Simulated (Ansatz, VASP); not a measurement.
# LiZnI3: VASP beside Ansatz, part 2 of 3

Wanted: the spread between two codes on one cell, functional and k mesh. The cell is generated by rule, not measured, and may not be a known phase. The cell is taken from a series of runs on this material, whose earlier steps may have relaxed, scaled, displaced or heated it; both programs get it as it stands.

VASP 6.6.1 and Ansatz 0.2.0.

So far: The structure; Ansatz: relaxation of cell and atoms, PBEsol, pair 1.

## (3) VASP: relaxation of cell and atoms, PBEsol, pair 1

Level of this step: PBEsol; plane waves and PAW (Li_sv, Zn, I); invented cell (VASP).

The same cell, functional, mesh and smearing now go to VASP, with its own data sets.

Lines of VASP's logs that name or quote its potential files are left out, and so is its time.

Input file INCAR:

```
SYSTEM = LiZnI3
PREC = Accurate
ENCUT = 750
EDIFF = 1E-07
NELM = 120
ISMEAR = 0
SIGMA = 0.1
LREAL = .FALSE.
ALGO = Normal
GGA = PS
NBANDS = 24
LORBIT = 11
LWAVE = .FALSE.
LCHARG = .FALSE.
ISIF = 3
IBRION = 2
NSW = 80
EDIFFG = -0.005
LASPH = .TRUE.
GGA_COMPAT = .FALSE.
NELMIN = 4
KPAR = 2
```

Input file POSCAR:

```
LiZnI3
1.0
    5.5679850000      0.0000000000      0.0000000000
    0.0000000000      5.5679850000      0.0000000000
    0.0000000000      0.0000000000      5.5679850000
Li Zn I
1 1 3
Direct
    0.0000000000      0.0000000000      0.0000000000
    0.5000000898      0.5000000898      0.5000000898
    0.5000000898      0.5000000898      0.0000000000
    0.5000000898      0.0000000000      0.5000000898
    0.0000000000      0.5000000898      0.5000000898
```

Input file KPOINTS:

```
Automatic mesh
0
Gamma
6 6 6
0 0 0
```

The projector-augmented-wave data sets are Li_sv, Zn and I (PBE family, release 64).

The run is started by

```sh
mpirun -np 2 vasp_std
```

Numbers of over 12 decimals in the logs are rounded to 6 here.

What it wrote:

```text
[banner, memory and clock lines left out]
running    2 mpi-ranks, on    1 nodes
 distrk:  each k-point on    1 cores,    2 groups
 distr:  one band on    1 cores,    1 groups

 POSCAR found type information on POSCAR LiZnI
 POSCAR found :  3 types and       5 ions
|                                                                             |
|               ----> ADVICE to this user running VASP <----                  |
|                                                                             |
|     You enforced a specific xc type in the INCAR file but a different       |
|     [... a line on the potential file left out ...]
|     I HOPE YOU KNOW WHAT YOU ARE DOING!                                     |
|                                                                             |

 LDA part: xc-table for (Slater+PW92), standard interpolation
 POSCAR, INCAR and KPOINTS ok, starting setup
 FFT: planning ... GRIDC
 FFT: planning ... GRID_SOFT
 FFT: planning ... GRID
 WAVECAR not read
 entering main loop
       N       E                     dE             d eps       ncg     rms          rms(c)
DAV:   1     0.257163452360E+03    0.25716E+03   -0.17177E+04   960   0.177E+03
DAV:   2     0.162001774079E+02   -0.24096E+03   -0.23162E+03  1112   0.323E+02
DAV:   3    -0.103209559182E+02   -0.26521E+02   -0.25991E+02  1192   0.980E+01
DAV:   4    -0.116311533110E+02   -0.13102E+01   -0.13064E+01  1560   0.194E+01
DAV:   5    -0.116536598024E+02   -0.22506E-01   -0.22502E-01  1328   0.268E+00    0.682E+00
DAV:   6    -0.111244318931E+02    0.52923E+00   -0.12894E+00  1152   0.271E+01    0.504E+00
DAV:   7    -0.110726264818E+02    0.51805E-01   -0.66052E-01  1224   0.464E+00    0.188E+00
DAV:   8    -0.110694537809E+02    0.31727E-02   -0.28069E-02  1560   0.166E+00    0.662E-01
DAV:   9    -0.110683498328E+02    0.11039E-02   -0.60410E-03  1264   0.950E-01    0.105E-01
DAV:  10    -0.110683372029E+02    0.12630E-04   -0.13514E-03  1408   0.415E-01    0.791E-02
DAV:  11    -0.110684246827E+02   -0.87480E-04   -0.72423E-04  1136   0.167E-01    0.224E-02
DAV:  12    -0.110684223476E+02    0.23351E-05   -0.63990E-05  1552   0.665E-02    0.842E-03
DAV:  13    -0.110684225690E+02   -0.22139E-06   -0.18347E-05  1232   0.352E-02    0.850E-03
DAV:  14    -0.110684216073E+02    0.96167E-06   -0.50048E-06  1256   0.240E-02    0.483E-03
DAV:  15    -0.110684216140E+02   -0.67093E-08   -0.34616E-07  1184   0.381E-03
   1 F= -.11068422E+02 E0= -.11065750E+02  d E =-.110684E+02
 curvature:   0.00 expect dE= 0.000E+00 dE for cont linesearch  0.000E+00
 trial: gam= 0.00000 g(F)=  0.000E+00 g(S)=  0.685E-04 ort = 0.000E+00 (trialstep = 0.100E+01)
 search vector abs. value=  0.685E-04
 bond charge predicted
       N       E                     dE             d eps       ncg     rms          rms(c)
DAV:   1    -0.110689671895E+02   -0.54558E-03   -0.79548E-03  1152   0.989E-01    0.152E-01
DAV:   2    -0.110685493234E+02    0.41787E-03   -0.14403E-03  1160   0.596E-01    0.588E-02
DAV:   3    -0.110684747577E+02    0.74566E-04   -0.13563E-04  1136   0.555E-02    0.276E-02
DAV:   4    -0.110684615207E+02    0.13237E-04   -0.13856E-05  1160   0.216E-02    0.172E-02
DAV:   5    -0.110684598062E+02    0.17145E-05   -0.16268E-06  1416   0.110E-02    0.110E-02
DAV:   6    -0.110684592351E+02    0.57114E-06   -0.66073E-07  1152   0.707E-03    0.131E-03
DAV:   7    -0.110684592249E+02    0.10119E-07   -0.65199E-08   616   0.366E-03
   2 F= -.11068459E+02 E0= -.11065786E+02  d E =-.376109E-04
 trial-energy change:   -0.000038  1 .order   -0.000039   -0.000068   -0.000009
 step:   1.1617(harm=  1.1441)  dis= 0.00000  next Energy=   -11.068460 (dE=-0.383E-04)
 reached required accuracy - stopping structural energy minimisation
```

From OUTCAR (step 3):

```text
ion  position               nearest neighbor table
   1  0.000  0.000  0.000-
   2  0.500  0.500  0.500-   3 2.78   4 2.78   5 2.78   3 2.78   4 2.78   5 2.78
   3  0.500  0.500  0.000-   2 2.78   2 2.78
   4  0.500  0.000  0.500-   2 2.78   2 2.78
   5  0.000  0.500  0.500-   2 2.78   2 2.78

  LATTYP: Found a simple cubic cell.
 ALAT       =     5.5679850000

 Subroutine GETGRP returns: Found 48 space group operations
 (whereof 48 operations were pure point group operations)

The static configuration has the point symmetry O_h .

 Found     20 irreducible k-points:

   k-points           NKPTS =     20   k-points in BZ     NKDIM =     20   number of bands    NBANDS=     24

   dimension x,y,z NGX =    50 NGY =   50 NGZ =   50
   dimension x,y,z NGXF=   100 NGYF=  100 NGZF=  100

   ENCUT  =  750.0 eV  55.12 Ry    7.42 a.u.  12.43 12.43 12.43*2*pi/ulx,y,z

   NELECT =      36.0000    total number of electrons

 k-points in reciprocal lattice and weights: Automatic mesh
   0.00000000  0.00000000  0.00000000       0.005
   0.16666667  0.00000000  0.00000000       0.028
   0.33333333  0.00000000  0.00000000       0.028
   0.50000000  0.00000000  0.00000000       0.014
   0.16666667  0.16666667  0.00000000       0.056
   0.33333333  0.16666667  0.00000000       0.111
   0.50000000  0.16666667  0.00000000       0.056
   0.33333333  0.33333333  0.00000000       0.056
   0.50000000  0.33333333  0.00000000       0.056
[...]
0.50000000  0.50000000  0.33333333       0.028
   0.50000000  0.50000000  0.50000000       0.005

 average (electrostatic) potential at core
       1 -64.7777       2 -36.8395       3 -92.8537       4 -92.8537       5 -92.8537

 E-fermi :   2.0939

 k-point     1 :       0.0000    0.0000    0.0000
  band No.  band energies     occupation
    ...
     15       1.0141      2.00000
     16       1.0281      2.00000
     17       1.3679      2.00000
     18       1.3679      2.00000
     19       1.3679      2.00000
     20       4.2673      0.00000
     21       7.4326      0.00000
     22       7.4326      0.00000
     23       7.6684      0.00000
     24       7.6684      0.00000

 k-point     2 :       0.1667    0.0000    0.0000
  band No.  band energies     occupation
    ...
     15       0.9231      2.00000
     16       0.9310      2.00000
     17       1.3021      2.00000
     18       1.3021      2.00000
     19       2.0339      1.60406
     20       4.6491      0.00000
     21       7.1869      0.00000
     22       7.6609      0.00000
     23       7.6609      0.00000
     24       7.7627      0.00000

 k-point     3 :       0.3333    0.0000    0.0000
  band No.  band energies     occupation
    ...
     14       0.6433      2.00000
     15       0.6433      2.00000
     16       0.7767      2.00000
     17       1.2667      2.00000
     18       1.2667      2.00000
     19       3.2608      0.00000
     20       5.4201      0.00000
     21       6.4884      0.00000
     22       7.4624      0.00000
     23       7.4624      0.00000
    ...

  Total        0.0061242      0.0061242      0.0061242      0.0000000      0.0000000     -0.0000000
  in kB        0.0567616      0.0567616      0.0567616      0.0000000      0.0000000     -0.0000000
  external PRESSURE =       0.0567616 kB  Pullay stress =       0.0000000 kB

  energy-cutoff  :      750.00
  volume of cell :      172.86
      direct lattice vectors                 reciprocal lattice vectors
     5.570597937  0.000000000  0.000000000     0.179513943  0.000000000 -0.000000000
     0.000000000  5.570597937  0.000000000     0.000000000  0.179513943 -0.000000000
     0.000000000  0.000000000  5.570597937    -0.000000000  0.000000000  0.179513943

 POSITION                                       TOTAL-FORCE (eV/Angst)
 -----------------------------------------------------------------------------------
      0.00000      0.00000      0.00000         0.000000      0.000000      0.000000
      2.78530      2.78530      2.78530        -0.000000     -0.000000      0.000000
      2.78530      2.78530      0.00000         0.000000      0.000000      0.000000
      2.78530      0.00000      2.78530        -0.000000     -0.000000      0.000000
      0.00000      2.78530      2.78530        -0.000000     -0.000000      0.000000
 -----------------------------------------------------------------------------------
    total drift:                               -0.000784     -0.000784     -0.000784

  FREE ENERGIE OF THE ION-ELECTRON SYSTEM (eV)
  ---------------------------------------------------
  free  energy   TOTEN  =       -11.0684592249 eV

  energy  without entropy=      -11.0631123489  energy(sigma->0) =      -11.06578579

 reached required accuracy - stopping structural energy minimisation

 total charge
# of ion       s       p       d       tot
------------------------------------------
    1        1.987   0.007   0.000   1.994
    2        0.497   0.330   9.793  10.620
    3        1.511   2.777   0.016   4.303
    4        1.511   2.777   0.016   4.303
    5        1.511   2.777   0.016   4.303
--------------------------------------------------
tot          7.016   8.668   9.840  25.525

[... 3 further parts left out ...]
```

CONTCAR:

```
LiZnI3
   1.00000000000000
     5.5705979368471557    0.0000000000000000    0.0000000000000000
     0.0000000000000000    5.5705979368471557    0.0000000000000000
     0.0000000000000000    0.0000000000000000    5.5705979368471557
  Li              Zn              I
     1     1     3
Direct
     0.0000000000000000    0.0000000000000000    0.0000000000000000
     0.5000000897999968    0.5000000897999968    0.5000000897999968
     0.5000000897999968    0.5000000897999968    0.0000000000000000
     0.5000000897999968    0.0000000000000000    0.5000000897999968
     0.0000000000000000    0.5000000897999968    0.5000000897999968
```

## (4) Differences

Known differences besides the potentials themselves: the data sets hold 66 valence electrons in Ansatz (on its PAW soft_1 files) and 36 in VASP; the cutoff is 420 eV in Ansatz and 750 eV in VASP; Ansatz makes its cores anew for this functional, VASP keeps those of its PBE data sets; Ansatz adds a Pulay correction to the stress that steers its cell, VASP none. Total energies have different zeros and are not compared.

Compared:

| quantity | Ansatz | VASP | difference |
| --- | --- | --- | --- |
| volume (Å³) | 172.62 | 172.86 | -0.14 % |
| edge a after relaxation, in the typed setting (Å) | 5.568 | 5.571 | -0.05 % |

## (5) Ansatz: relaxation of cell and atoms, PBEsol, pair 2

The relaxed volume is the usual yardstick between codes: in a stiff, nearly cubic crystal its relative difference is about their pressure difference at one cell divided by the bulk modulus. Its start cell is another than that of the pair before, and may be another structure of the material.

The cell is taken from a series of runs on this material, whose earlier steps may have relaxed, scaled, displaced or heated it; both programs get it as it stands.

Input file input.yaml:

```yaml
crystal:
  lattice:
    - [4.1207165379, 2.3790968024, 3.7659845742]
    - [-4.1207165379, 2.3790968024, 3.7659845742]
    - [0.0, -4.7581936049, 3.7659845742]
  atoms:
    - { symbol: Li, position: [0.1414086568, 0.1414086568, 0.1414086568] }
    - { symbol: Zn, position: [0.5759195792, 0.5759195792, 0.5759195792] }
    - { symbol: I, position: [0.4401518134, 0.9614943869, 0.4401518134] }
    - { symbol: I, position: [0.9614943869, 0.4401518134, 0.4401518134] }
    - { symbol: I, position: [0.4401518134, 0.4401518134, 0.9614943869] }
kpoints:
  mp_grid: { grid: [6, 6, 6] }
hamiltonian:
  xc: pbesol
  pseudopotentials: { kind: paw, azcp: { folder: soft_1 }, xc_functional: pbe }
scf:
  occupations: { method: fixed }
output:
  forces: true
  stress: true
  eigenvalues: true
relax:
  adjacent_minimum: "off"
  f_tol: 0.001
  max_steps: 60
  cell: { stress_tol: 0.01 }
```

The run is started by

```sh
ansatz run input.yaml --threads 4 --pin off --max-ram 16384MiB --backend cpu --events-out ev --progress --plain --runs-dir out
```

What it wrote:

```text
[...]
Crystal: 5 atoms, lattice volume = 221.521 Å³
Basis set: ecut = 420 eV, 4303 PW (Γ), exchange–correlation on 90×90×90 points (8 copies of the dense FFT grid, shifted against one another)
Bands: 40, of which v1, the nominal top of the filled ones, is band 33 counted from 1 (32 counted from 0)
Symmetry: 6 space group operations
[...]
k-points: 32 of 216 (time reversal used)
[...]
cell:  # Å, volume = 221.5209 Å³
    - [4.120717, 2.379097, 3.765985]
    - [-4.120717, 2.379097, 3.765985]
    - [0.0, -4.758194, 3.765985]
  atoms:
    - { symbol: Li, position: [0.141409, 0.141409, 0.141409] }
    - { symbol: Zn, position: [0.575920, 0.575920, 0.575920] }
    - { symbol: I, position: [0.440152, 0.961494, 0.4401518134] }
    - { symbol: I, position: [0.961494, 0.440152, 0.4401518134] }
    - { symbol: I, position: [0.440152, 0.440152, 0.961494] }
[key lines of the parts left out:]
SCF converged after 8 iterations
Free energy (F): -25784.085139 eV
Fermi energy:    1.811511 eV
P = ⅓ Tr σ = -0.0016 GPa (-0.016 kbar)
```

## (6) VASP: relaxation of cell and atoms, PBEsol, pair 2

The same cell, functional and mesh now go to VASP, with its own data sets.

Changes to INCAR since step 3:

```diff
@@ -6,3 +6,3 @@
 ISMEAR = 0
-SIGMA = 0.1
+SIGMA = 0.01
 LREAL = .FALSE.
@@ -21,2 +21,3 @@
 NELMIN = 4
+EFERMI = MIDGAP
 KPAR = 2
```

Input file POSCAR:

```
LiZnI3
1.0
    4.1207170000      2.3790970000      3.7659850000
   -4.1207170000      2.3790970000      3.7659850000
    0.0000000000     -4.7581940000      3.7659850000
Li Zn I
1 1 3
Direct
    0.1414086001      0.1414086001      0.1414086001
    0.5759195359      0.5759195359      0.5759195359
    0.4401517383      0.9614942620      0.4401518295
    0.9614942620      0.4401517383      0.4401518295
    0.4401517595      0.4401517595      0.9614943109
```

KPOINTS is that of step 3.

The run is started by

```sh
mpirun -np 2 vasp_std
```

What it wrote:

```text
[banner, memory and clock lines left out]
running    2 mpi-ranks, on    1 nodes
[...]
[... a notice as in an earlier step ...]

 LDA part: xc-table for (Slater+PW92), standard interpolation
 POSCAR, INCAR and KPOINTS ok, starting setup
[...]
entering main loop
       N       E                     dE             d eps       ncg     rms          rms(c)
DAV:   1     0.261363779905E+03    0.26136E+03   -0.17069E+04  1536   0.170E+03
DAV:   2     0.163886322466E+02   -0.24498E+03   -0.23670E+03  1976   0.310E+02
DAV:   3    -0.934899405502E+01   -0.25738E+02   -0.25648E+02  1904   0.946E+01
DAV:   4    -0.122875899266E+02   -0.29386E+01   -0.29269E+01  3048   0.205E+01
[...]
DAV:  15    -0.118293643827E+02   -0.22010E-05   -0.23688E-06  1608   0.142E-02    0.277E-03
DAV:  16    -0.118293645190E+02   -0.13627E-06   -0.37386E-07  1752   0.819E-03    0.102E-03
DAV:  17    -0.118293646037E+02   -0.84757E-07   -0.70042E-08  1272   0.196E-03
   1 F= -.11829365E+02 E0= -.11829365E+02  d E =-.118294E+02
[...]
N       E                     dE             d eps       ncg     rms          rms(c)
DAV:   1    -0.118299183812E+02   -0.55386E-03   -0.12405E-02  1856   0.108E+00    0.165E-01
DAV:   2    -0.118295279623E+02    0.39042E-03   -0.18520E-03  1816   0.643E-01    0.676E-02
DAV:   3    -0.118294449629E+02    0.82999E-04   -0.17404E-04  1912   0.843E-02    0.345E-02
DAV:   4    -0.118294277185E+02    0.17244E-04   -0.24725E-05  1784   0.317E-02    0.187E-02
DAV:   5    -0.118294254300E+02    0.22885E-05   -0.29378E-06  1944   0.136E-02    0.113E-02
DAV:   6    -0.118294248400E+02    0.59003E-06   -0.49363E-07  1960   0.106E-02    0.220E-03
DAV:   7    -0.118294249168E+02   -0.76827E-07   -0.35339E-07  1848   0.560E-03
   2 F= -.11829425E+02 E0= -.11829425E+02  d E =-.603131E-04
 trial-energy change:   -0.000060  1 .order   -0.000064   -0.000145    0.000017
 step:   0.8812(harm=  0.8958)  dis= 0.00065  next Energy=   -11.829426 (dE=-0.613E-04)
 reached required accuracy - stopping structural energy minimisation
```

From OUTCAR (step 6):

```text
  Total       -0.0141107     -0.0141107     -0.0046292      0.0000000      0.0000000      0.0000000
  in kB       -0.1019178     -0.1019178     -0.0334358      0.0000000      0.0000000      0.0000000
  external PRESSURE =      -0.0790905 kB  Pullay stress =       0.0000000 kB

 POSITION                                       TOTAL-FORCE (eV/Angst)
 -----------------------------------------------------------------------------------
      0.00000      0.00000      1.59764        -0.000000      0.000000      0.000644
      0.00000      0.00000      6.50644        -0.000000     -0.000000     -0.003103
     -2.15047      1.24158      6.93663        -0.000017      0.000010      0.000820
      2.15047      1.24158      6.93663         0.000017      0.000010      0.000820
      0.00000     -2.48315      6.93663         0.000000     -0.000020      0.000820
 -----------------------------------------------------------------------------------
    total drift:                                0.000000      0.000563     -0.000080

  FREE ENERGIE OF THE ION-ELECTRON SYSTEM (eV)
  ---------------------------------------------------
  free  energy   TOTEN  =       -11.8294249168 eV

  energy  without entropy=      -11.8294249168  energy(sigma->0) =      -11.82942492

[... 1 part as in an earlier step ...]

[... 3 further parts left out ...]
[key lines of the parts left out:]
E-fermi :   0.5997
```

The run keeps the 6 symmetry operations of its start, so it cannot find a distortion of lower symmetry.

## (7) Side by side

What differs besides the data sets and the points named for the pairs above, as far as they apply: fixed occupations in Ansatz, narrow Gaussian smearing in VASP; the data sets hold 66 valence electrons in Ansatz (on its PAW soft_1 files) and 36 in VASP. Total energies have different zeros and are not compared.

The two programs side by side:

| quantity | Ansatz | VASP | difference |
| --- | --- | --- | --- |
| volume (Å³) | 221.52 | 221.82 | -0.14 % |
| edge a after relaxation, in the typed setting (Å) | 6.068 | 6.071 | -0.04 % |

(Part 2 of 3 ends here.)

[Lines on the potential files, build, host, timing and source positions are cut from VASP's logs without a mark.]

[Logs are printed without paths, hosts, clocks, repeated set-up lines and the standing remarks that a program may print on its own settings, such as how far it seeks lower states.]

[Hosts, paths, dates, database ids (printed as entryN), source tags and the programs' standing remarks are cut or masked in the printed files.]
